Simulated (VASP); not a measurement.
Write an ASE script for VASP 6.6.1 that does the following.

```
Task                   : equation of state
Functional             : PBE
Dispersion             : D4
Potentials or basis    : VASP PAW PBE potentials, release 64 (Pm_3, Li_sv), 4f in core
Cutoff                 : 520 eV
k mesh                 : 6 × 6 × 6
Occupations            : methfessel-paxton, width 0.1 eV
Spin                   : collinear spin, random start
Starting moments       : [3.12, -1.14, -2.54, 0.0] μB
Hubbard terms          : Pm f U = 6 eV
Further INCAR settings : ALGO = Normal; EDIFF = 1.00e-06
```

The structure of LiPm3 lies in LiPm3.xyz:

```xyz
4
Lattice="4.9989420000 0.0000000000 0.0000000000 0.0000000000 4.9989420000 0.0000000000 0.0000000000 0.0000000000 4.9989420000" Properties=species:S:1:pos:R:3 pbc="T T T"
Pm     0.0000000000      2.4994710000      2.4994710000
Pm     2.4994710000      0.0000000000      2.4994710000
Pm     2.4994710000      2.4994710000      0.0000000000
Li     0.0000000000      0.0000000000      0.0000000000
```

The cell comes from a database or a generator and needn't be the stable form of this composition.

These files were run (other wordings do the same):

run.py

```python
from ase.calculators.vasp import Vasp
from ase.eos import EquationOfState
from ase.io import Trajectory
from ase.io import read
from ase.units import GPa

atoms = read('LiPm3.xyz')
atoms.set_initial_magnetic_moments([3.12, -1.14, -2.54, 0.0])
calc = Vasp(
    directory='calc',
    xc='pbe',
    pp='PBE',
    setups='materialsproject',
    prec='Accurate',
    encut=520,
    ediff=1e-06,
    ismear=1,
    sigma=0.1,
    lreal=False,
    lasph=True,
    nelm=100,
    algo='Normal',
    isif=2,
    lwave=False,
    lcharg=False,
    ispin=2,
    lorbit=11,
    lmaxmix=6,
    ldautype=2,
    ldauprint=1,
    ivdw=13,
    ldau_luj={'Pm': {'L': 3, 'U': 6, 'J': 0}},
    kpts=[6, 6, 6],
    gamma=True,
)
atoms.calc = calc
cell = atoms.cell.copy()
volumes, energies = [], []
traj = Trajectory('eos.traj', 'w')
for x in [0.94, 0.96, 0.98, 1.0, 1.02, 1.04, 1.06]:
    atoms.set_cell(cell * x ** (1 / 3), scale_atoms=True)
    volumes.append(atoms.get_volume())
    energies.append(atoms.get_potential_energy())
    traj.write(atoms)
    print(f'{x:5.2f} {volumes[-1]:12.5f} {energies[-1]:14.6f}')

v0, e0, B = EquationOfState(volumes, energies, eos='birchmurnaghan').fit()
print(f'V0 = {v0:.4f} A^3, E0 = {e0:.6f} eV, B = {B / GPa:.2f} GPa')
```

Potentials or basis: VASP PAW PBE potentials, release 64 (Pm_3, Li_sv), 4f in core.

Command:

```console
$ python run.py
```

Results of the run:

- Equilibrium volume: 30.20 Å³/atom
- Bulk modulus: 30 GPa
- Pressure derivative of the bulk modulus: 3.3

Caveat: the cutoff is under 1.25 times the usual one of these potentials, so pressure, stress and relaxed cells hold a basis-set (Pulay) error; the magnetic or orbital state may not be the lowest; U is put on an f shell that these potentials keep in the core, so it has next to no effect; the U is typed as a test and isn't derived for this compound.

Wall time 33 min on 1 thread of Intel(R) Xeon(R) Platinum 8488C (Sapphire Rapids), on a shared host, peak memory 0.47 GiB.
